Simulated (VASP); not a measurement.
All values below come from PBEsol GGA, VASP's PBE PAW potentials (set 64) (plane waves; VASP).

VASP input:

**INCAR**
```
# general
SYSTEM =SnO2
PREC   =Accurate
ENCUT  =520   # plane-wave cut-off (eV)
LREAL  =.False.   # projection in real space or not
LASPH  =.True.   # aspherical one-centre terms

# electronic loop
EDIFF  =1E-7   # SCF stop (eV)
NELM   =100
ALGO   =Normal   # blocked Davidson
LMAXMIX=4   # l cut-off of mixed one-centre charges

# smearing
ISMEAR =-5

# functional
GGA    =PS   # PBEsol

# ions
ISIF   =2   # forces and stress, cell fixed

# output
LWAVE  =.False.
LCHARG =.True.
LORBIT =11
NEDOS  =601   # DOS grid

# other
LEFG   =.True.
```

**POSCAR**
```
SnO2
4.7422310
  0.9999999043   0.0000000000   0.0000000000
  0.0000000000   1.2152309356   0.0000000000
  0.0000000000   0.0000000000   1.1093401308
Sn O
4 8
Cart
  0.4999999521   0.8093699357   0.8320050981
  0.4999999521   0.4058609999   0.2773350327
  0.0000000000   1.0134764677   0.2773350327
  0.0000000000   0.2017544679   0.8320050981
  0.7306424993   0.7363455778   0.0864867825
  0.2693574050   0.4788853579   1.0228533483
  0.7693573571   1.0865008257   0.6411568479
  0.2306425471   0.1287301099   0.4681832829
  0.2306425471   1.0865008257   1.0228533483
  0.7693573571   0.1287301099   0.0864867825
  0.2693574050   0.7363455778   0.4681832829
  0.7306424993   0.4788853579   0.6411568479
```

**KPOINTS**
```
Automatic mesh
0
Gamma
5 5 5
0 0 0
```

POTCAR, in this order: Sn_d O (PBE.64 set). Program: vasp_std.

What VASP printed:

OSZICAR:
```
       N       E                     dE             d eps       ncg     rms          rms(c)
DAV:   1     0.160316166341E+04    0.16032E+04   -0.49121E+04  3870   0.267E+03
DAV:   2     0.259448034058E+03   -0.13437E+04   -0.12881E+04  3524   0.808E+02
DAV:   3    -0.622211020833E+02   -0.32167E+03   -0.31496E+03  3674   0.287E+02
DAV:   4    -0.891909080351E+02   -0.26970E+02   -0.26652E+02  4136   0.916E+01
DAV:   5    -0.900256550172E+02   -0.83475E+00   -0.83093E+00  3922   0.167E+01    0.207E+01
DAV:   6    -0.790822624929E+02    0.10943E+02   -0.40569E+01  5344   0.699E+01    0.774E+00
DAV:   7    -0.792796677167E+02   -0.19741E+00   -0.44253E+00  3674   0.883E+00    0.463E+00
DAV:   8    -0.792142405988E+02    0.65427E-01   -0.76735E-01  4534   0.589E+00    0.131E+00
DAV:   9    -0.791695590002E+02    0.44682E-01   -0.27232E-01  4968   0.509E+00    0.276E-01
DAV:  10    -0.791699238891E+02   -0.36489E-03   -0.18610E-02  4830   0.108E+00    0.768E-02
DAV:  11    -0.791701167839E+02   -0.19289E-03   -0.13314E-03  4680   0.295E-01    0.232E-02
DAV:  12    -0.791701274814E+02   -0.10697E-04   -0.10303E-04  4282   0.675E-02    0.213E-02
DAV:  13    -0.791701217652E+02    0.57162E-05   -0.39650E-05  5224   0.576E-02    0.312E-03
DAV:  14    -0.791701214640E+02    0.30122E-06   -0.41635E-06  3670   0.109E-02    0.261E-03
DAV:  15    -0.791701216447E+02   -0.18076E-06   -0.13566E-07  2440   0.227E-03    0.105E-03
DAV:  16    -0.791701217287E+02   -0.83959E-07   -0.47623E-08  2142   0.186E-03
   1 F= -.79170122E+02 E0= -.79170122E+02  d E =0.000000E+00
```

### OUTCAR
```
------------------------ aborting loop because EDIFF is reached ----------------------------------------
  FORCE on cell =-STRESS in cart. coord.  units (eV):
  Direction    XX          YY          ZZ          XY          YZ          ZX
  --------------------------------------------------------------------------------------
  Total       -0.0157659     -0.1801799     -0.2182308      0.0000000      0.0000000      0.0000000
  in kB       -0.1756943     -2.0079154     -2.4319516      0.0000000      0.0000000      0.0000000
  external PRESSURE =      -1.5385204 kB  Pullay stress =       0.0000000 kB
  volume of cell :      143.77
      direct lattice vectors                 reciprocal lattice vectors
     4.742230546  0.000000000  0.000000000     0.210871232  0.000000000  0.000000000
     0.000000000  5.762905815  0.000000000     0.000000000  0.173523572  0.000000000
     0.000000000  0.000000000  5.260747158     0.000000000  0.000000000  0.190087067
 POSITION                                       TOTAL-FORCE (eV/Angst)
 -----------------------------------------------------------------------------------
      2.37112      3.83822      3.94556         0.000000      0.010727      0.000000
      2.37112      1.92469      1.31519         0.000000     -0.010727      0.000000
      0.00000      4.80614      1.31519         0.000000     -0.010727      0.000000
      0.00000      0.95677      3.94556         0.000000      0.010727      0.000000
      3.46488      3.49192      0.41014         0.011718      0.000699     -0.000703
      1.27736      2.27098      4.85061        -0.011718     -0.000699      0.000703
      3.64847      5.15244      3.04051        -0.011718     -0.000699     -0.000703
      1.09376      0.61047      2.22023         0.011718      0.000699      0.000703
      1.09376      5.15244      4.85061         0.011718     -0.000699      0.000703
      3.64847      0.61047      0.41014        -0.011718      0.000699     -0.000703
      1.27736      3.49192      2.22023        -0.011718      0.000699      0.000703
      3.46488      2.27098      3.04051         0.011718     -0.000699     -0.000703
 -----------------------------------------------------------------------------------
    total drift:                                0.000000      0.000000     -0.000000
  FREE ENERGIE OF THE ION-ELECTRON SYSTEM (eV)
  ---------------------------------------------------
  free  energy   TOTEN  =       -79.1701217287 eV

  energy  without entropy=      -79.1701217287  energy(sigma->0) =      -79.17012173

 total charge

# of ion       s       p       d       tot
------------------------------------------
    1        0.885   1.076  10.358  12.318
    2        0.885   1.076  10.358  12.318
    3        0.885   1.076  10.358  12.318
    4        0.885   1.076  10.358  12.318
    5        1.557   3.476   0.000   5.033
    6        1.557   3.476   0.000   5.033
    7        1.557   3.476   0.000   5.033
    8        1.557   3.476   0.000   5.033
    9        1.557   3.476   0.000   5.033
   10        1.557   3.476   0.000   5.033
   11        1.557   3.476   0.000   5.033
   12        1.557   3.476   0.000   5.033
--------------------------------------------------
tot         15.994  32.112  41.431  89.536

 Electric field gradients after diagonalization (V/A^2)
 (convention: |V_zz| > |V_xx| > |V_yy|)
----------------------------------------------------------------------
 ion       V_xx      V_yy      V_zz     asymmetry (V_yy - V_xx)/ V_zz
----------------------------------------------------------------------
   1      21.420     6.623   -28.044       0.528
   2      21.420     6.623   -28.044       0.528
   3      21.420     6.623   -28.044       0.528
   4      21.420     6.623   -28.044       0.528
   5      74.238    31.411  -105.649       0.405
   6      74.238    31.411  -105.649       0.405
   7      74.238    31.411  -105.649       0.405
   8      74.238    31.411  -105.649       0.405
   9      74.238    31.411  -105.649       0.405
  10      74.238    31.411  -105.649       0.405
  11      74.238    31.411  -105.649       0.405
  12      74.238    31.411  -105.649       0.405
```
(Selected blocks of OUTCAR.)

### OUTCAR
```
 val. band max:        5.6557843181   @ k =   0.4000   0.0000   0.0000

 cond. band min:       6.8500147343   @ k =   0.0000   0.0000   0.0000


 Fermi energy:         5.6827738528

 k-point     1 :       0.0000    0.0000    0.0000
  band No.  band energies     occupation
      1     -14.9104      2.00000
      2     -14.7780      2.00000
      3     -14.6953      2.00000
      4     -14.4040      2.00000
      5     -14.2808      2.00000
      6     -14.1180      2.00000
      7     -14.0184      2.00000
      8     -14.0046      2.00000
      9     -13.9705      2.00000
     10     -13.9281      2.00000
     11     -13.9057      2.00000
     12     -13.9055      2.00000
     13     -13.8694      2.00000
     14     -13.8676      2.00000
     15     -13.8319      2.00000
     16     -13.8205      2.00000
     17     -13.8121      2.00000
     18     -13.8075      2.00000
     19     -13.8019      2.00000
     20     -13.7810      2.00000
     21     -12.9330      2.00000
     22     -11.2673      2.00000
     23     -11.0110      2.00000
     24     -10.9260      2.00000
     25     -10.6513      2.00000
     26      -9.5225      2.00000
     27      -9.4638      2.00000
     28      -9.2893      2.00000
     29      -2.1470      2.00000
     30      -1.1631      2.00000
     31      -0.9874      2.00000
     32       0.5464      2.00000
     33       0.9463      2.00000
     34       1.2503      2.00000
     35       1.5176      2.00000
     36       2.7170      2.00000
     37       2.7274      2.00000
     38       2.7797      2.00000
     39       2.9096      2.00000
     40       3.4611      2.00000
     41       3.6250      2.00000
     42       3.6299      2.00000
     43       4.2551      2.00000
     44       4.2689      2.00000
     45       4.5325      2.00000
     46       4.7628      2.00000
     47       5.0285      2.00000
     48       5.0473      2.00000
     49       5.0599      2.00000
     50       5.4871      2.00000
     51       5.5375      2.00000
...
```

Unless said otherwise, spin-orbit coupling is left out, though it shifts the bands of the heavy elements here.

The structure comes from a computed database's SnO2 entry (Pbcn); how it stands against other phases isn't given here. It was relaxed first.
